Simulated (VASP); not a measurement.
## Pd: cell size against the level of theory

Which functional gives the lattice of Pd as experiment finds it, and is a dearer one worth its cost? The levels: PBE, LDA, r2SCAN and PBE + D3(BJ). The start is a cell from a database of measured crystal structures.

Calculated with VASP 6.6.1; PBE; plane waves and PAW (Pd), in the first sound run; inputs show where later runs differ.

**Measured values to reproduce.**

For Pd, face-centred cubic (pure Pd, 293.15 K), “Dislocation healing during hydrogen absorption and desorption in palladium” (2022, arxiv:2204.14071) quotes earlier work: lattice constant a (a of Pd at 20 C, earlier published value) 3.8902 ± 0.0006 Å [literature evaluation of collated data, not a single measurement; authors consider their …].

This is a report of a sequence of runs, with most program output left out.

## (1) Starting point

Before any relaxation, the start is as follows. Symmetry: Fm-3m, No. 225, cubic system. The conventional cell has a = 3.900 Å, b = 3.900 Å, c = 3.900 Å, α = 90.00°, β = 90.00°, γ = 90.00°. Pd has 12 Pd at 2.76 Å nearest.

## (2) Relaxation with PBE

The start need not lie at this functional's minimum. ISIF = 3 frees volume, shape and positions, and EDIFFG sets the threshold on forces and stress at which the search stops. PBE, the usual starting point, adds the gradient of the density.

INCAR

```
SYSTEM = Pd
PREC = Accurate
ENCUT = 520
EDIFF = 1E-06
NELM = 100
ISMEAR = -1
SIGMA = 0.05
LREAL = .FALSE.
ALGO = Normal
GGA = PE
NBANDS = 11
LASPH = .TRUE.
LORBIT = 11
LWAVE = .FALSE.
LCHARG = .FALSE.
KPAR = 2
IBRION = 2
NSW = 60
ISIF = 3
EDIFFG = -0.01
```

POSCAR

```
Pd
1.0
    0.0000000000      1.9500000000      1.9500000000
    1.9500000000      0.0000000000      1.9500000000
    1.9500000000      1.9500000000      0.0000000000
Pd
1
Direct
    0.0000000000      0.0000000000      0.0000000000
```

KPOINTS

```
Automatic mesh
0
Gamma
10 10 10
0 0 0
```

Potentials, in the order of the species: Pd (PBE family, release 64).

Started as:

```bash
$ mpirun -np 2 vasp_std
```

Elapsed: 7.6 s, on 2 MPI ranks of Intel Xeon Platinum 8488C (Sapphire Rapids), shared host; peak memory 0.27 GiB.

The k-mesh is coarse for a metal. The run keeps the 48 symmetry operations of its start, so it cannot find a distortion of lower symmetry.

Step by step:

```tsv
step	energy less that of the first step (eV)	largest force (eV/Å)	pressure (GPa)	volume (Å³)
1	0.0000	0.0000	5.54	14.83
2	0.0066	0.0000	-6.43	15.96
3	-0.0076	0.0000	-0.04	15.29
```

```tsv
conventional cell, symmetrised	before	after	change
a (Å)	3.900	3.940	+1.0 %
b (Å)	3.900	3.940	+1.0 %
c (Å)	3.900	3.940	+1.0 %
volume (Å³/atom)	14.83	15.29	+3.1 %
```

The relaxed structure:

```xyz
1
Lattice="0.0000 1.9699 1.9699 1.9699 0.0000 1.9699 1.9699 1.9699 0.0000" Properties=species:S:1:pos:R:3 pbc="T T T"
Pd    0.0000    0.0000    0.0000
```

This step gave:

```yaml
electrons: 10
bands: 11
irreducible_k_points: 47
symmetry_operations: 48
free_energy_toten: -5.238 eV
energy_at_zero_smearing: -5.230 eV
fermi_energy: 9.200 eV
pressure: -0.03510 GPa
metallic: yes
scf_cycles_over_all_ionic_steps: 26
```

It ends with forces that vanish by symmetry and a pressure of -0.04 GPa. The volume lies +3.1 % from that of the database's start. The conventional cell has a = 3.940 Å.

## (3) Relaxation with LDA

This step: LDA; plane waves and PAW (Pd) (VASP 6.6.1).

LDA, the lowest rung, knows the local density alone.

INCAR: that of step 2 with these lines changed.

```diff
@@ -9,3 +9,3 @@
 ALGO = Normal
-GGA = PE
+GGA = CA
 NBANDS = 11
```

POSCAR is that of step 2.

KPOINTS is that of step 2.

Started as:

```bash
$ mpirun -np 2 vasp_std
```

It took 7.2 s on 2 MPI ranks; peak memory 0.26 GiB.

The PAW data sets were made with PBE, though LDA sets exist; this is a small mismatch.

Relaxation path:

```tsv
step	energy less that of the first step (eV)	largest force (eV/Å)	pressure (GPa)	volume (Å³)
1	0.0000	0.0000	-9.03	14.83
2	0.0485	0.0000	22.07	13.11
3	-0.0193	0.0000	-0.24	14.19
4	-0.0193	0.0000	-0.02	14.18
```

```tsv
conventional cell, symmetrised	before	after	change
a (Å)	3.900	3.842	-1.5 %
b (Å)	3.900	3.842	-1.5 %
c (Å)	3.900	3.842	-1.5 %
volume (Å³/atom)	14.83	14.18	-4.4 %
```

Final coordinates:

```xyz
1
Lattice="0.0000 1.9211 1.9211 1.9211 0.0000 1.9211 1.9211 1.9211 0.0000" Properties=species:S:1:pos:R:3 pbc="T T T"
Pd    0.0000    0.0000    0.0000
```

Numbers from this step:

| Item | Value |
| --- | --- |
| free energy (TOTEN) | -6.542 eV |
| energy at zero smearing | -6.535 eV |
| Fermi energy | 10.19 eV |
| pressure | -0.01528 GPa |
| SCF cycles over all ionic steps | 28 |

It ends at 14.18 Å³/atom, -4.4 % from the start, with -0.02 GPa left. The conventional cell has a = 3.842 Å.

## (4) Relaxation with r2SCAN

This step: r2SCAN; plane waves and PAW (Pd) (VASP 6.6.1).

r2SCAN adds the kinetic-energy density, costs more than a GGA and is run with LASPH.

INCAR: that of step 3 with these lines changed.

```diff
@@ -9,5 +9,5 @@
 ALGO = Normal
-GGA = CA
+METAGGA = R2SCAN
+LASPH = .TRUE.
 NBANDS = 11
-LASPH = .TRUE.
 LORBIT = 11
```

POSCAR is that of step 3.

KPOINTS is that of step 3.

Started as:

```bash
$ mpirun -np 2 vasp_std
```

It took 26 s on 2 MPI ranks; peak memory 0.27 GiB; 51 s of CPU time.

The PAW data sets were made with PBE, which is usual practice but a small mismatch for other functionals.

Step by step:

```tsv
step	energy less that of the first step (eV)	largest force (eV/Å)	pressure (GPa)	volume (Å³)
1	0.0000	0.0000	1.71	14.83
2	0.0011	0.0000	-2.62	15.17
3	-0.0007	0.0000	0.09	14.96
```

```tsv
conventional cell, symmetrised	before	after	change
a (Å)	3.900	3.911	+0.3 %
b (Å)	3.900	3.911	+0.3 %
c (Å)	3.900	3.911	+0.3 %
volume (Å³/atom)	14.83	14.96	+0.9 %
```

The relaxed structure:

```xyz
1
Lattice="0.0000 1.9557 1.9557 1.9557 0.0000 1.9557 1.9557 1.9557 0.0000" Properties=species:S:1:pos:R:3 pbc="T T T"
Pd    0.0000    0.0000    0.0000
```

It ends at 14.96 Å³/atom, +0.9 % from the start, with 0.09 GPa left. The conventional cell has a = 3.911 Å.

## (5) Relaxation with PBE + D3(BJ)

This step: PBE with D3(BJ); plane waves and PAW (Pd) (VASP 6.6.1).

A dispersion term adds the long-range attraction that semilocal functionals lack. D3 with Becke-Johnson damping keeps a finite attraction at short range.

INCAR: that of step 4 with these lines changed.

```diff
@@ -9,5 +9,6 @@
 ALGO = Normal
-METAGGA = R2SCAN
+GGA = PE
+IVDW = 12
+NBANDS = 11
 LASPH = .TRUE.
-NBANDS = 11
 LORBIT = 11
```

POSCAR is that of step 4.

KPOINTS is that of step 4.

Started as:

```bash
$ mpirun -np 2 vasp_std
```

Run time: 7.4 s. Hardware: 2 MPI ranks; peak memory 0.28 GiB; 14 s of CPU time.

Dispersion corrections of this kind ignore metallic screening and tend to overbind metals.

Step by step:

```tsv
step	energy less that of the first step (eV)	largest force (eV/Å)	pressure (GPa)	volume (Å³)
1	0.0000	0.0000	-1.93	14.83
2	0.0013	0.0000	3.23	14.45
3	-0.0009	0.0000	0.02	14.68
```

```tsv
conventional cell, symmetrised	before	after	change
a (Å)	3.900	3.887	-0.3 %
b (Å)	3.900	3.887	-0.3 %
c (Å)	3.900	3.887	-0.3 %
volume (Å³/atom)	14.83	14.68	-1.0 %
```

Final coordinates:

```cif
data_structure
_symmetry_space_group_name_H-M 'P 1'
_symmetry_Int_Tables_number 1
_cell_length_a 2.7482
_cell_length_b 2.7482
_cell_length_c 2.7482
_cell_angle_alpha 60.000
_cell_angle_beta 60.000
_cell_angle_gamma 60.000
_cell_volume 14.68
loop_
_atom_site_label
_atom_site_type_symbol
_atom_site_fract_x
_atom_site_fract_y
_atom_site_fract_z
_atom_site_occupancy
Pd1 Pd 0.00000 0.00000 0.00000 1
```

It ends at 14.68 Å³/atom, -1.0 % from the start, with 0.02 GPa left. The conventional cell has a = 3.887 Å. Against plain PBE, the dispersion term moves a by -1.4 %.

## (6) The cells as a table

This step: relaxed cells at several levels; plane waves and PAW (VASP 6.6.1).

This step runs nothing: it gathers the runs above.

Lengths are those of the conventional cell; cost is the wall time of each run, as given at its step, times its ranks, without the set-up around it. Results by level, by row:

```tsv
level	volume (Å³/atom)	change from the start (%)	a (Å)	cost (core minutes)
PBE	15.29	3.1	3.94	0.253
LDA	14.18	-4.4	3.842	0.24
r2SCAN	14.96	0.9	3.911	0.867
PBE + D3(BJ)	14.68	-1	3.887	0.247
```

## (7) Summary of results

| Item | Value |
| --- | --- |
| volume, PBE | 15.29 Å³/atom |
| volume, LDA | 14.18 Å³/atom |
| volume, r2SCAN | 14.96 Å³/atom |
| volume, PBE + D3(BJ) | 14.68 Å³/atom |

What this shows: For Pd the levels give volumes between 14.18 Å³/atom (LDA) and 15.29 Å³/atom (PBE), a spread of 7.8 %, while the cost of the finished runs spans a factor of 3.6. Within 1 % of experiment on every length: r2SCAN and PBE + D3(BJ). The nearest, PBE + D3(BJ), is among the cheap ones. Thermal and zero-point expansion, often some tenths of a per cent in length, bear on this order: with the measured lengths lowered by an assumed 0.4 % the nearest is still PBE + D3(BJ). The costs hold the number of ionic steps as well as the price of the functional. Adding D3(BJ) to PBE changes the volume by -4.0 % (a by -1.4 %). Pairwise corrections of the D and TS kind ignore the screening in a metal, so they may overbind here. Within 0.02 Å all end in space group Fm-3m; the runs can't lower the symmetry of the start. The k-sampling is coarse for a metal, so the Fermi level, pressures and the shape of the cell carry errors. Each is a single relaxation on the plane waves of the start cell, so larger changes of volume carry a basis-set error that was not tested here.

Calculation against experiment:

```
              quantity  measured             PBE             LDA          r2SCAN    PBE + D3(BJ)
lattice constant a (Å)    3.8902  3.940 (+1.3 %)  3.842 (-1.2 %)  3.911 (+0.5 %)  3.887 (-0.1 %)
```

Measured values from arxiv:2204.14071 (2022).

How well it matches: For the lattice constant a, of the levels listed nearest comes PBE + D3(BJ) (-0.1 %, good agreement) and farthest PBE (+1.3 %, fair agreement). The grades are ours: good and fair within 0.7 and 1.5 % for the lattice constant a. Zero-point motion and thermal expansion (measured at up to 293.15 K) are not in the computed lattice constants.

[Lines on the potential files, build, host, timing and source positions are cut from VASP's logs without a mark.]

[Logs are printed without paths, hosts, clocks, repeated set-up lines and the standing remarks that a program may print on its own settings, such as how far it seeks lower states.]

[Hosts, paths, dates, database ids (printed as entryN), source tags and the programs' standing remarks are cut or masked in the printed files.]

[A measured line is paired with the nearest computed mode of its activity, which favours agreement.]
